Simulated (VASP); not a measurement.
Here is the system:

```xyz
2
Lattice="0.0000 2.7067 2.7067 2.7067 0.0000 2.7067 2.7067 2.7067 0.0000" Properties=species:S:1:pos:R:3 pbc="T T T"
Si     0.0000     0.0000     0.0000
Si     1.3533     1.3533     1.3533
```

All values below come from HSE06 screened hybrid, VASP's PBE PAW potentials (set 64) (plane waves; VASP 6.6.1). Numerical set-up: 520 eV cut-off, 6×6×6 Γ-centred mesh, Gaussian smearing of 0.050 eV, potentials Si.

Q: What does the run give for the energy per atom (σ→0), pressure, band gap (on the k-mesh) with the smallest direct gap where there is one?

A: 
```
Quantity                                      Value
-----------------------------------  --------------
band gap (on the k-mesh)                    1.29 eV
smallest direct gap (on the k-mesh)         3.35 eV
energy per atom (σ→0)                -6.283 eV/atom
pressure                                   1.18 GPa
```

Only differences to runs with the same potentials and settings are physical.

The compound is Si in the diamond structure. This cell is one point of a volume scan, at 0.97 of the reference volume. The cell's shape comes from a PBE relaxation.
